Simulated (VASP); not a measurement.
Computed with RPBE GGA, VASP's PBE PAW potentials (set 64) (plane waves; VASP).

A VASP calculation is set up with these files.

### KPOINTS
```
Regular mesh
0
Gamma
15 15 8
```

**POSCAR**
```
Co
1
    1.2550000000    -2.1737240000     0.0000000000
    1.2550000000     2.1737240000     0.0000000000
    0.0000000000     0.0000000000     4.0700000000
Co
2
Direct
  0.3333330000   0.6666670000   0.2500000000
  0.6666670000   0.3333330000   0.7500000000
```

### INCAR
```
SYSTEM = Co
PREC = Accurate
ENCUT = 520
EDIFF = 1E-6
NELM = 100
ALGO = Normal
LREAL = .FALSE.
LASPH = .TRUE.
ISMEAR = 1
SIGMA = 0.1
GGA = RP
LMAXMIX = 4
ISPIN = 2
MAGMOM = 1.8 1.8
LORBIT = 10
LWAVE = .FALSE.
LCHARG = .FALSE.
IBRION = 2
ISIF = 3
NSW = 60
EDIFFG = -0.01
```

POTCAR, in this order: Co (PBE.64 set). Program: vasp_std.

Output of the run:

OUTCAR:
```
 ion  position               nearest neighbor table
   1  0.333  0.667  0.250-   2 2.50   2 2.50   2 2.50   2 2.50   2 2.50   2 2.50
   2  0.667  0.333  0.750-   1 2.50   1 2.50   1 2.50   1 2.50   1 2.50   1 2.50
  LATTYP: Found a hexagonal cell.
 ALAT       =     2.5100002048
 C/A-ratio  =     1.6215138119
 Subroutine PRICEL returns:
 Original cell was already a primitive cell.
 Subroutine GETGRP returns: Found 24 space group operations
The static configuration has the point symmetry D_3d.
 The point group associated with its full space group is D_6h.
The dynamic configuration has the point symmetry D_3d.
The overall configuration has the point symmetry D_3d.
 Subroutine INISYM returns: Found 24 space group operations
 Subroutine IBZKPT returns following result:
 Found    135 irreducible k-points:

 Following reciprocal coordinates:
            Coordinates               Weight
  0.000000  0.000000  0.000000      1.000000
  0.066667  0.000000  0.000000      6.000000
  0.133333  0.000000  0.000000      6.000000
  0.200000  0.000000  0.000000      6.000000
  0.266667  0.000000  0.000000      6.000000
  0.333333  0.000000  0.000000      6.000000
...
```

File OSZICAR:
```
       N       E                     dE             d eps       ncg     rms          rms(c)
DAV:   1     0.819987227294E+02    0.81999E+02   -0.83668E+03  8196   0.158E+03
DAV:   2    -0.127365809701E+02   -0.94735E+02   -0.87736E+02  8142   0.256E+02
DAV:   3    -0.149158856976E+02   -0.21793E+01   -0.21229E+01  9703   0.555E+01
DAV:   4    -0.149474693321E+02   -0.31584E-01   -0.31575E-01 11874   0.510E+00
DAV:   5    -0.149477092060E+02   -0.23987E-03   -0.23987E-03  9851   0.425E-01    0.142E+01
DAV:   6    -0.134506113423E+02    0.14971E+01   -0.13123E+01  8625   0.730E+01    0.703E+00
DAV:   7    -0.130639335913E+02    0.38668E+00   -0.17810E+00  9136   0.262E+01    0.382E+00
DAV:   8    -0.130471884466E+02    0.16745E-01   -0.21356E-02 10944   0.176E+00    0.183E+00
DAV:   9    -0.130327133605E+02    0.14475E-01   -0.66757E-03 11656   0.145E+00    0.514E-01
DAV:  10    -0.130331781508E+02   -0.46479E-03   -0.19232E-03 11394   0.627E-01    0.509E-02
DAV:  11    -0.130331516207E+02    0.26530E-04   -0.54386E-05 10580   0.918E-02    0.298E-02
DAV:  12    -0.130331512935E+02    0.32721E-06   -0.36470E-06  9640   0.272E-02
   1 F= -.13033151E+02 E0= -.13033041E+02  d E =-.130332E+02  mag=     3.2937
       N       E                     dE             d eps       ncg     rms          rms(c)
DAV:   1    -0.130486851490E+02   -0.15534E-01   -0.18168E-01  8100   0.772E+00    0.987E-01
DAV:   2    -0.130367292011E+02    0.11956E-01   -0.73734E-02  8884   0.548E+00    0.685E-01
DAV:   3    -0.130336325520E+02    0.30966E-02   -0.90287E-03  8821   0.194E+00    0.272E-01
DAV:   4    -0.130334054153E+02    0.22714E-03   -0.12311E-04  9652   0.149E-01    0.982E-02
DAV:   5    -0.130332077495E+02    0.19767E-03   -0.60787E-05 12347   0.100E-01    0.169E-02
DAV:   6    -0.130332095144E+02   -0.17649E-05   -0.57397E-06  8925   0.331E-02    0.695E-03
DAV:   7    -0.130332101782E+02   -0.66377E-06   -0.59106E-07  4568   0.112E-02
   2 F= -.13033210E+02 E0= -.13033118E+02  d E =-.588848E-04  mag=     3.2978
       N       E                     dE             d eps       ncg     rms          rms(c)
DAV:   1    -0.130369592605E+02   -0.37497E-02   -0.41208E-02  8114   0.365E+00    0.476E-01
DAV:   2    -0.130342498170E+02    0.27094E-02   -0.17005E-02  8870   0.265E+00    0.333E-01
DAV:   3    -0.130335127280E+02    0.73709E-03   -0.21510E-03  8786   0.944E-01    0.130E-01
DAV:   4    -0.130334639588E+02    0.48769E-04   -0.30407E-05  9880   0.759E-02    0.464E-02
DAV:   5    -0.130334231957E+02    0.40763E-04   -0.13198E-05 12311   0.467E-02    0.912E-03
DAV:   6    -0.130334227680E+02    0.42769E-06   -0.12461E-06  5508   0.162E-02
   3 F= -.13033423E+02 E0= -.13033321E+02  d E =-.271475E-03  mag=     3.2961
       N       E                     dE             d eps       ncg     rms          rms(c)
DAV:   1    -0.130334450349E+02   -0.21839E-04   -0.24685E-04  8156   0.282E-01    0.376E-02
DAV:   2    -0.130334269417E+02    0.18093E-04   -0.10508E-04  8786   0.207E-01    0.261E-02
DAV:   3    -0.130334225565E+02    0.43852E-05   -0.13308E-05  8744   0.742E-02    0.105E-02
DAV:   4    -0.130334220475E+02    0.50904E-06   -0.16769E-07  4246   0.582E-03
   4 F= -.13033422E+02 E0= -.13033322E+02  d E =-.270754E-03  mag=     3.2963
       N       E                     dE             d eps       ncg     rms          rms(c)
DAV:   1    -0.130334236275E+02   -0.10710E-05   -0.23304E-05  8142   0.881E-02    0.108E-02
DAV:   2    -0.130334224417E+02    0.11858E-05   -0.93023E-06  8464   0.619E-02    0.773E-03
DAV:   3    -0.130334220134E+02    0.42835E-06   -0.10760E-06  4121   0.215E-02
   5 F= -.13033422E+02 E0= -.13033321E+02  d E =-.270720E-03  mag=     3.2962
       N       E                     dE             d eps       ncg     rms          rms(c)
DAV:   1    -0.130334867243E+02   -0.64283E-04   -0.16483E-03  9031   0.389E-01    0.513E-02
DAV:   2    -0.130334488555E+02    0.37869E-04   -0.90301E-05  9864   0.197E-01    0.298E-02
DAV:   3    -0.130334391194E+02    0.97361E-05   -0.20196E-05  9976   0.820E-02    0.205E-02
DAV:   4    -0.130334361397E+02    0.29798E-05   -0.26255E-06  7723   0.181E-02    0.507E-03
DAV:   5    -0.130334358260E+02    0.31371E-06   -0.50803E-07  4134   0.110E-02
   6 F= -.13033436E+02 E0= -.13033332E+02  d E =-.138126E-04  mag=     3.2955
```

OUTCAR:
```
------------------------ aborting loop because EDIFF is reached ----------------------------------------
  FORCE on cell =-STRESS in cart. coord.  units (eV):
  Direction    XX          YY          ZZ          XY          YZ          ZX
  --------------------------------------------------------------------------------------
  Total        0.0011274      0.0011274     -0.0121865      0.0000000      0.0000000     -0.0000000
  in kB        0.0809998      0.0809998     -0.8755263      0.0000000      0.0000000     -0.0000000
  external PRESSURE =      -0.2378423 kB  Pullay stress =       0.0000000 kB
  volume of cell :       22.30
      direct lattice vectors                 reciprocal lattice vectors
     1.257565082 -2.178166854 -0.000000000     0.397593737 -0.229550826 -0.000000000
     1.257565082  2.178166854 -0.000000000     0.397593737  0.229550826 -0.000000000
     0.000000000  0.000000000  4.070702680     0.000000000  0.000000000  0.245657833
 POSITION                                       TOTAL-FORCE (eV/Angst)
 -----------------------------------------------------------------------------------
      1.25757      0.72606      1.01768        -0.000000      0.000000      0.000000
      1.25757     -0.72606      3.05303         0.000000     -0.000000      0.000000
 -----------------------------------------------------------------------------------
    total drift:                               -0.000023      0.000003     -0.000028
  FREE ENERGIE OF THE ION-ELECTRON SYSTEM (eV)
  ---------------------------------------------------
  free  energy   TOTEN  =       -13.0334358260 eV

  energy  without entropy=      -13.0331234128  energy(sigma->0) =      -13.03333169

 total charge

# of ion       s       p       d       tot
------------------------------------------
    1        0.480   0.500   7.242   8.222
    2        0.480   0.500   7.242   8.222
--------------------------------------------------
tot          0.960   0.999  14.485  16.444

 magnetization (x)

# of ion       s       p       d       tot
------------------------------------------
    1       -0.015  -0.058   1.750   1.677
    2       -0.015  -0.058   1.750   1.677
--------------------------------------------------
tot         -0.030  -0.115   3.499   3.353

 reached required accuracy - stopping structural energy minimisation
```
(Selected blocks of OUTCAR.)

### CONTCAR
```
Co
   1.00000000000000
     1.2575650819533402   -2.1781668537193948   -0.0000000000000000
     1.2575650819533402    2.1781668537193948   -0.0000000000000000
     0.0000000000000000    0.0000000000000000    4.0707026798773196
  Co
     2
Direct
     0.3333330000000032    0.6666669999999968    0.2500000000000000
     0.6666669999999968    0.3333330000000032    0.7500000000000000
```

**OUTCAR**
```
 val. band max:       10.0065640822   @ k =   0.1333   0.0667   0.1250

 cond. band min:      10.0096817064   @ k =   0.4000   0.0667   0.3750


 Fermi energy:        10.0073713092

 spin component 1

 k-point     1 :       0.0000    0.0000    0.0000
  band No.  band energies     occupation
      1       1.2970      1.00000
      2       5.0020      1.00000
      3       7.4010      1.00000
      4       7.4213      1.00000
      5       7.4213      1.00000
      6       7.7154      1.00000
      7       7.7154      1.00000
      8       8.0447      1.00000
      9       8.0447      1.00000
     10       9.0876      1.00000
     11       9.0876      1.00000
     12       9.9678      0.80730
     13      16.1217      0.00000
     14      31.7606      0.00000
     15      34.1337      0.00000

 k-point     2 :       0.0667    0.0000    0.0000
  band No.  band energies     occupation
      1       1.4499      1.00000
      2       5.0928      1.00000
      3       7.2462      1.00000
      4       7.4907      1.00000
      5       7.5567      1.00000
      6       7.6832      1.00000
      7       7.7768      1.00000
      8       7.9659      1.00000
      9       8.0011      1.00000
     10       8.5463      1.00000
     11       9.1062      1.00000
     12      10.6938     -0.00000
     13      16.1504      0.00000
     14      30.5072      0.00000
     15      32.3988      0.00000

 k-point     3 :       0.1333    0.0000    0.0000
  band No.  band energies     occupation
      1       1.8987      1.00000
      2       5.3362      1.00000
      3       7.0460      1.00000
      4       7.5508      1.00000
      5       7.5648      1.00000
      6       7.6911      1.00000
      7       7.7623      1.00000
      8       7.8865      1.00000
      9       7.9533      1.00000
     10       8.1145      1.00000
     11       9.1504      1.00000
     12      11.8622     -0.00000
     13      16.2459      0.00000
...
```

The compound is Co in the hcp structure. This run relaxes it. Symmetry was kept, so distortions that lower it aren't found.
